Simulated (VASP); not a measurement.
An input for Ansatz (written as the equivalent of a VASP run, and not itself run):

Ansatz 0.2 input:
```yaml
crystal:
  lattice:
    - [2.1196985, 1.2238083, 7.3812348]
    - [-2.1196985, 1.2238083, 7.3812348]
    - [0.0000000, -2.4476166, 7.3812348]
  atoms:
    - { symbol: Tl, position: [0.5000000, 0.5000000, 0.5000000] }
    - { symbol: Bi, position: [0.0000000, 0.0000000, 0.0000000] }
    - { symbol: Se, position: [0.7411149, 0.7411149, 0.7411149] }
    - { symbol: Se, position: [0.2588851, 0.2588851, 0.2588851] }
kpoints:
  mp_grid: { grid: [7, 7, 7] }
hamiltonian:
  xc: pbesol
  pseudopotentials: { kind: paw }
scf:
  occupations: { method: tetrahedron }
  max_iter: 100
output: { forces: true, stress: true, eigenvalues: true }
```

Problem. Write the VASP files for the same calculation (PBEsol).

Solution. This is not unique; one that fits is 
KPOINTS:
```
Automatic mesh
0
G
7 7 7
0 0 0
```

### INCAR
```
EDIFF  =  1E-7
LMAXMIX  =  4
ISMEAR  =  -5
LEFG  =  .TRUE.
LREAL  =  .FALSE.
LORBIT  =  11   # lm-projected
GGA  =  PS   # PBEsol
ENCUT  =  400
PREC  =  Accurate
NEDOS  =  601
LWAVE  =  .FALSE.
NELM  =  100
ISIF  =  2   # forces and stress, cell fixed
SYSTEM  =  TlBiSe2
ALGO  =  Normal
LASPH  =  .TRUE.   # aspherical one-centre terms
LCHARG  =  .TRUE.
```

File POSCAR:
```
TlBiSe2
1
    2.1196984833     1.2238083066     7.3812348196
   -2.1196984833     1.2238083066     7.3812348196
    0.0000000000    -2.4476166132     7.3812348196
Tl Bi Se
1 1 2
Direct
  0.5000000000   0.5000000000   0.5000000000
  0.0000000000   0.0000000000   0.0000000000
  0.7411149451   0.7411149451   0.7411149451
  0.2588850549   0.2588850549   0.2588850549
```

POTCAR, in this order: Tl_d Bi_d Se (PBE.64 set). Program: vasp_std.

What does not carry over: each code has its own PAW files, so the cut-off isn't converted (ENCUT is set for VASP's; basis.ecutwfc is left out, and Ansatz then takes the one that its files recommend); Ansatz stops its SCF on the density residual and VASP on the energy change (EDIFF); the field gradients of LEFG aren't asked of the other code.

The structure comes from a computed database's TlBiSe2 entry (R-3m); how it stands against other phases isn't given here. It was relaxed first.
